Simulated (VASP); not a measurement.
Calculation: PBEsol GGA, VASP's PBE PAW potentials (set 64) (plane waves; VASP).

VASP ran on this input.

**INCAR**
```
SYSTEM = ZnS
PREC = Accurate
ENCUT = 500
EDIFF = 1E-6
NELM = 100
ALGO = Normal
LREAL = .FALSE.
LASPH = .TRUE.
ISMEAR = 0
SIGMA = 0.05
GGA = PS
LMAXMIX = 4
LWAVE = .FALSE.
LCHARG = .FALSE.
IBRION = 2
ISIF = 3
NSW = 40
EDIFFG = -0.02
PSTRESS = 300
```

### KPOINTS
```
Automatic mesh
0
G
7 7 4
0 0 0
```

### POSCAR
```
ZnS
1.0
  3.4814425714  -0.0000000002   0.0000000000
 -1.7407212861   3.0150162852   0.0000000000
  0.0000000000   0.0000000000   5.8282424210
Zn S
2 2
Direct
  0.3333330000   0.6666670000   0.0035462099
  0.6666670000   0.3333330000   0.5035462099
  0.3333330000   0.6666670000   0.3714537901
  0.6666670000   0.3333330000   0.8714537901
```

POTCAR, in this order: Zn S (PBE.64 set). Program: vasp_std.

Output of the run:

File OSZICAR:
```
       N       E                     dE             d eps       ncg     rms          rms(c)
DAV:   1     0.242324837432E+03    0.24232E+03   -0.17658E+04  1056   0.210E+03
DAV:   2     0.708582218292E+01   -0.23524E+03   -0.22904E+03  1086   0.393E+02
DAV:   3    -0.144721035697E+02   -0.21558E+02   -0.21409E+02  1260   0.124E+02
DAV:   4    -0.149550302042E+02   -0.48293E+00   -0.48243E+00  1230   0.187E+01
DAV:   5    -0.149642236931E+02   -0.91935E-02   -0.91922E-02  1286   0.259E+00    0.164E+01
DAV:   6    -0.139578057179E+02    0.10064E+01   -0.28901E+00  1308   0.581E+01    0.118E+01
DAV:   7    -0.139879580465E+02   -0.30152E-01   -0.28863E+00  1062   0.117E+01    0.429E+00
DAV:   8    -0.139571072090E+02    0.30851E-01   -0.77125E-02  1454   0.237E+00    0.138E+00
DAV:   9    -0.139472752985E+02    0.98319E-02   -0.49864E-02  1346   0.236E+00    0.310E-01
DAV:  10    -0.139472395296E+02    0.35769E-04   -0.14100E-03  1350   0.549E-01    0.299E-01
DAV:  11    -0.139473224793E+02   -0.82950E-04   -0.12855E-04  1296   0.148E-01    0.134E-01
DAV:  12    -0.139472753060E+02    0.47173E-04   -0.27995E-04  1544   0.443E-01    0.113E-01
DAV:  13    -0.139472853643E+02   -0.10058E-04   -0.14389E-04  1516   0.938E-02    0.482E-02
DAV:  14    -0.139472842144E+02    0.11498E-05   -0.92070E-06  1300   0.448E-02    0.260E-02
DAV:  15    -0.139472837351E+02    0.47932E-06   -0.60072E-06  1292   0.175E-02
   1 F= -.24922288E+01 E0= -.24922288E+01  d E =-.249223E+01
```

OUTCAR:
```
------------------------ aborting loop because EDIFF is reached ----------------------------------------
  FORCE on cell =-STRESS in cart. coord.  units (eV):
  Direction    XX          YY          ZZ          XY          YZ          ZX
  --------------------------------------------------------------------------------------
  Total       11.4706127     11.4706018     11.4609885     -0.0000000      0.0000000      0.0000000
  in kB      300.4074449    300.4071612    300.1553945     -0.0000001      0.0000000      0.0000000
  external PRESSURE =       0.3233335 kB  Pullay stress =     300.0000000 kB
  volume of cell :       61.18
      direct lattice vectors                 reciprocal lattice vectors
     3.481442571 -0.000000000  0.000000000     0.287237253  0.165836584  0.000000000
    -1.740721286  3.015016285  0.000000000     0.000000000  0.331673167  0.000000000
     0.000000000  0.000000000  5.828242421     0.000000000  0.000000000  0.171578313
  FREE ENERGIE OF THE ION-ELECTRON SYSTEM (eV)
  ---------------------------------------------------
  free  energy   TOTEN  =       -13.9472837351 eV

  energy  without entropy=      -13.9472837351  energy(sigma->0) =      -13.94728374
  enthalpy is  TOTEN    =        -2.4922287604 eV   P V=       11.4550549747

 reached required accuracy - stopping structural energy minimisation
```
(Selected blocks of OUTCAR.)

The structure was generated: ZnS was put into the wurtzite type (P6_3mc), which need not be its known phase. It was relaxed first under an external pressure of 30 GPa.
